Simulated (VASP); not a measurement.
```
MnO
1.0
    0.00000     2.22116     2.22116
    2.22116     0.00000     2.22116
    2.22116     2.22116     0.00000
Mn O
1 1
Cartesian
  2.22116   0.00000   2.22116
  2.22116   2.22116   2.22116
```
Starting moments (μB, in the order of the record's atoms Mn O): 4.3 0.2.

Calculation: PBE GGA, VASP's PBE PAW potentials (set 64) (plane waves; VASP). Settings: 520 eV cut-off, 16×16×16 Γ-centred mesh, tetrahedra with Blöchl corrections, potentials Mn_pv O.

The moments were started parallel, and other spin orders were not tried in this run.

Problem. Predict the cell moment, energy per atom (σ→0), band gap (on the k-mesh) with the smallest direct gap where there is one.

Solution. 
```yaml
band gap (on the k-mesh): none (metal, semimetal or under 0.01 eV)
cell_moment: 4.78 μB
energy per atom (σ→0): -8.201 eV/atom
```

Problem. Give the moment on each site (PAW-sphere projection).

Solution. 
```tsv
site	moment (μB)
Mn1	4.34
O2	0.20
```

Total energies compare only between runs with the same potentials, cut-off and functional.

The structure was generated: MnO was put into the rock salt type (Fm-3m), which need not be its known phase. It was relaxed first.
